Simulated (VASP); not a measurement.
A VASP calculation is set up with these files.

**INCAR**
```
ALGO  =  Normal
EDIFF  =  1E-6
ENCUT  =  300
GGA  =  PE
ISIF  =  2
ISMEAR  =  0
LASPH  =  .TRUE.
LCHARG  =  .FALSE.
LMAXMIX  =  6
LREAL  =  .FALSE.
LWAVE  =  .FALSE.
NELM  =  100
PREC  =  Accurate
SIGMA  =  0.272
SYSTEM  =  ReSe2
```

KPOINTS:
```
Automatic mesh
0
Gamma
5 5 5
0 0 0
```

POSCAR:
```
ReSe2
1
    0.0000000000     3.0580720000     3.0580720000
    3.0580720000     0.0000000000     3.0580720000
    3.0580720000     3.0580720000     0.0000000000
Re Se
1 2
Direct
  0.0000000000   0.0000000000   0.0000000000
  0.2500000000   0.2500000000   0.2500000000
  0.7500000000   0.7500000000   0.7500000000
```

POTCAR, in this order: Re Se (PBE.64 set). Program: vasp_std.

Translate this PBE calculation to Ansatz.

One equivalent input (not run):
Ansatz 0.2 input:
```yaml
crystal:
  lattice:
    - [0.0000000, 3.0580720, 3.0580720]
    - [3.0580720, 0.0000000, 3.0580720]
    - [3.0580720, 3.0580720, 0.0000000]
  atoms:
    - { symbol: Re, position: [0.0000000, 0.0000000, 0.0000000] }
    - { symbol: Se, position: [0.2500000, 0.2500000, 0.2500000] }
    - { symbol: Se, position: [0.7500000, 0.7500000, 0.7500000] }
kpoints:
  mp_grid: { grid: [5, 5, 5] }
hamiltonian:
  xc: pbe
  pseudopotentials: { kind: paw }
scf:
  occupations: { method: gaussian, width: 0.272 }
  max_iter: 100
output: { forces: true, stress: true, eigenvalues: true }
```
Limits of the translation: each code has its own PAW files, so the cut-off isn't converted (ENCUT is set for VASP's; basis.ecutwfc is left out, and Ansatz then takes the one that its files recommend); Ansatz stops its SCF on the density residual and VASP on the energy change (EDIFF).

The structure was generated: ReSe2 was put into an ordered model structure, which need not be its known phase. The cell was not relaxed at this level, and its volume differs by -5.9 % from the start's. The k-mesh is coarse (spacing up to 0.36 per Å, 2π included), so the numbers may not be converged in it.
